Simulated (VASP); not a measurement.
# Mo (Im-3m) in VASP: further runs, part 2 of 2

VASP 6.6.1. Earlier steps stand in the parts before.

### 4 Single point, PBE (a relaxed cell with its volume scaled by 1.03)

Contents of INCAR:

```
PREC = Accurate
ENCUT = 520
EDIFF = 1E-7
ISMEAR = 0
SIGMA = 0.1
LREAL = F
LASPH = T
NELM = 60
ALGO = Normal
ISIF = 2
LWAVE = F
LCHARG = F
GGA = PE
```

Contents of KPOINTS:

```
Automatic mesh
0
Gamma
  18 18 18
```

Contents of POSCAR:

```
Mo                                      
1.0
   -1.5968712117      1.5968712117      1.5968712117
    1.5968712117     -1.5968712117      1.5968712117
    1.5968712117      1.5968712117     -1.5968712117
  Mo            
     1
Direct
     0.0000000000000000    0.0000000000000000    0.0000000000000000
```

Potentials or basis: VASP PAW PBE potentials, release 64 (Mo_sv).

Run with:

```bash
> cat potpaw_PBE.64/Mo_sv/POTCAR > POTCAR
> mpirun -np 1 vasp_std > vasp.out
```

OUTCAR:

```text
PREC = Accurate
   ENCUT = 520
   EDIFF = 1E-7
   ISMEAR = 0
   LREAL = F
   LASPH = T
   NELM = 60
   ISIF = 2
   GGA = PE

 ion  position               nearest neighbor table
   1  0.000  0.000  0.000-

  LATTYP: Found a body centered cubic cell.
 ALAT       =     3.1937424234

  Lattice vectors:

 A1 = (  -1.5968712117,   1.5968712117,   1.5968712117)
 A2 = (   1.5968712117,  -1.5968712117,   1.5968712117)
 A3 = (   1.5968712117,   1.5968712117,  -1.5968712117)

Analysis of symmetry for initial positions (statically):
=====================================================================
 Subroutine PRICEL returns:
 Original cell was already a primitive cell.

 Routine SETGRP: Setting up the symmetry group for a
 body centered cubic supercell.

 Subroutine GETGRP returns: Found 48 space group operations
 (whereof 48 operations were pure point group operations)
 out of a pool of 48 trial point group operations.

The static configuration has the point symmetry O_h .

Analysis of symmetry for dynamics (positions and initial velocities):
=====================================================================
[... 161 lines left out ...]
 cond. band min:      11.9648772512   @ k =  -0.3889   0.4444   0.2778
 fundamental gap:      0.0503389515
 Fermi energy:        11.9526836029

 k-point     1 :       0.0000    0.0000    0.0000
  band No.  band energies     occupation
      1     -49.3379      2.00000
      2     -22.6929      2.00000
      3     -22.6929      2.00000
      4     -22.6929      2.00000
      5       4.8467      2.00000
      6      10.6543      2.00000
      7      10.6543      2.00000
      8      10.6543      2.00000
      9      13.5299      0.00000
     10      13.5299      0.00000
     11      26.7080      0.00000
[... 309 lines left out ...]
 k-point    24 :       0.3889    0.1111    0.0000
  band No.  band energies     occupation
      1     -49.1140      2.00000
      2     -23.8446      2.00000
      3     -23.1205      2.00000
      4     -22.7549      2.00000
      5       7.2510      2.00000
      6       8.8758      2.00000
      7      11.9005      1.53972
      8      13.4226      0.00000
      9      14.4829      0.00000
     10      17.0327      0.00000
     11      23.1003      0.00000

 [... further k-points ...]
[... 5 lines left out ...]
  --------------------------------------------------------------------------------------
  -------------------------------------------------------------------------------------
  Total       -0.7297854     -0.7297854     -0.7297854     -0.0000000     -0.0000000      0.0000000
  in kB      -71.7853901    -71.7853901    -71.7853901     -0.0000000     -0.0000000      0.0000000
  external PRESSURE =     -71.7853901 kB  Pullay stress =       0.0000000 kB

 VOLUME and BASIS-vectors are now :
 -----------------------------------------------------------------------------
  energy-cutoff  :      520.00
  volume of cell :       16.29
      direct lattice vectors                 reciprocal lattice vectors
    -1.596871212  1.596871212  1.596871212     0.000000000  0.313112289  0.313112289
     1.596871212 -1.596871212  1.596871212     0.313112289  0.000000000  0.313112289
     1.596871212  1.596871212 -1.596871212     0.313112289  0.313112289  0.000000000

 POSITION                                       TOTAL-FORCE (eV/Angst)
 -----------------------------------------------------------------------------------
      0.00000      0.00000      0.00000         0.000000     -0.000000      0.000000
 -----------------------------------------------------------------------------------
    total drift:                                0.000000      0.000000     -0.000000

  FREE ENERGIE OF THE ION-ELECTRON SYSTEM (eV)
  ---------------------------------------------------
  free  energy   TOTEN  =       -10.9242997072 eV

  energy  without entropy=      -10.9212816223  energy(sigma->0) =      -10.92279066
```

OSZICAR:

```text
N       E                     dE             d eps       ncg     rms          rms(c)
DAV:   1     0.927548235660E+02    0.92755E+02   -0.82777E+03  4325   0.130E+03
DAV:   2    -0.102010998298E+02   -0.10296E+03   -0.99521E+02  4680   0.343E+02
DAV:   3    -0.116152228878E+02   -0.14141E+01   -0.13994E+01  4943   0.402E+01
DAV:   4    -0.116195169589E+02   -0.42941E-02   -0.42936E-02  4699   0.248E+00
DAV:   5    -0.116195382819E+02   -0.21323E-04   -0.21322E-04  4999   0.178E-01    0.134E+01
DAV:   6    -0.110056179490E+02    0.61392E+00   -0.11271E+00  4617   0.127E+01    0.336E+00
DAV:   7    -0.109279294062E+02    0.77689E-01   -0.20913E-01  5032   0.508E+00    0.102E+00
DAV:   8    -0.109242149435E+02    0.37145E-02   -0.42819E-03  4440   0.940E-01    0.196E-01
DAV:   9    -0.109242881651E+02   -0.73222E-04   -0.12527E-04  5138   0.155E-01    0.737E-02
DAV:  10    -0.109242997446E+02   -0.11580E-04   -0.12170E-05  4539   0.449E-02    0.837E-03
DAV:  11    -0.109242997072E+02    0.37352E-07   -0.42621E-07  5136   0.700E-03
   1 F= -.10924300E+02 E0= -.10922791E+02  d E =-.301808E-02
```

Run time: 18 s. Hardware: 1 thread of Intel Xeon Platinum 8259CL at 2.50GHz (Skylake/Cascade Lake), shared host; peak memory 0.16 GiB.

What came out:

```yaml
Free_energy: -10.9243 eV
Pressure: -7.2 GPa
Band_gap_on_the_k_mesh: none (metal or under the smearing width)
```

Levels at points of the mesh, in eV from the Fermi level:
| k point | band 4 | band 5 | band 6 | band 7 | band 8 | band 9 | band 10 | band 11 |
| --- | --- | --- | --- | --- | --- | --- | --- | --- |
| (0.00, 0.00, 0.00) | -34.65 | -7.11 | -1.30 | -1.30 | -1.30 | 1.58 | 1.58 | 14.76 |
| (0.50, 0.00, 0.00) | -34.65 | -5.09 | -3.22 | 1.47 | 1.58 | 2.18 | 4.45 | 11.01 |
| (0.50, 0.50, 0.50) | -35.50 | -5.14 | -5.14 | 3.74 | 3.74 | 3.74 | 8.74 | 8.74 |

### 5 Single point, PBE (a relaxed cell with its volume scaled by 0.94)

INCAR is that of step 4.

KPOINTS is that of step 4.

Contents of POSCAR:

```
Mo                                      
1.0
   -1.5489358603      1.5489358603      1.5489358603
    1.5489358603     -1.5489358603      1.5489358603
    1.5489358603      1.5489358603     -1.5489358603
  Mo            
     1
Direct
     0.0000000000000000    0.0000000000000000    0.0000000000000000
```

Run with:

```bash
> cat potpaw_PBE.64/Mo_sv/POTCAR > POTCAR
> mpirun -np 1 vasp_std > vasp.out
```

Run time: 19 s. Hardware: 1 thread of Intel Xeon Platinum 8259CL at 2.50GHz (Skylake/Cascade Lake), shared host; peak memory 0.14 GiB.

The run converged. Its results:

```
Free energy            : -10.8830 eV
Pressure               : 18.4 GPa
Band gap on the k mesh : none (metal or under the smearing width)
```

Levels at points of the mesh, in eV from the Fermi level:
| k point | band 5 | band 6 | band 7 | band 8 | band 9 | band 10 |
| --- | --- | --- | --- | --- | --- | --- |
| (0.00, 0.00, 0.00) | -7.43 | -1.50 | -1.50 | -1.50 | 1.72 | 1.72 |
| (0.50, 0.00, 0.00) | -5.67 | -3.68 | 1.78 | 1.80 | 2.45 | 5.07 |
| (0.50, 0.50, 0.50) | -5.87 | -5.87 | 4.24 | 4.24 | 4.24 | 9.44 |

Caveat: so large a pressure means that the cell lies far from this level's equilibrium, or that cutoff or potentials fall short.

### 6 Summary

| cell | gap on the mesh (eV) | pressure (GPa) |
| --- | --- | --- |
| as given | none | 0.0 |
| a relaxed cell with its volume scaled by 0.97 | none | 8.5 |
| a relaxed cell with its volume scaled by 1.03 | none | -7.2 |
| a relaxed cell with its volume scaled by 0.94 | none | 18.4 |

Alike in all rows: task single point; level PBE; potentials or basis VASP PAW PBE potentials, release 64 (Mo_sv); no spin polarisation; k mesh 18 × 18 × 18; cutoff (eV) 520; smearing gaussian 0.1 eV.

Caveats: so large a pressure means that the cell lies far from this level's equilibrium, or that cutoff or potentials fall short (some runs).

Total energies depend on the potentials used, so only differences within one code and one set of settings carry meaning.
